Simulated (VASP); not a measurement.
Data:

```
TiB2
1.0
    1.51551    -2.62494     0.00000
    1.51551     2.62494     0.00000
    0.00000     0.00000     3.22816
Ti B
1 2
Direct
  0.00000   0.00000   0.00000
  0.33333   0.66667   0.50000
  0.66667   0.33333   0.50000
```

Calculation: PBE GGA, VASP's PBE PAW potentials (set 64) (plane waves; VASP 6.6.1). Run with 520 eV cut-off, 13×13×11 Γ-centred mesh, tetrahedra with Blöchl corrections, potentials Ti_sv B.

**Question.** What does the run give for the energy per atom (σ→0), band gap (on the k-mesh) with the smallest direct gap where there is one?

**Answer.** 
- band gap (on the k-mesh) = none (metal, semimetal or under 0.01 eV)
- energy per atom (σ→0) = -8.143 eV/atom

The compound is TiB2 in the AlB2 type structure. It was relaxed first.
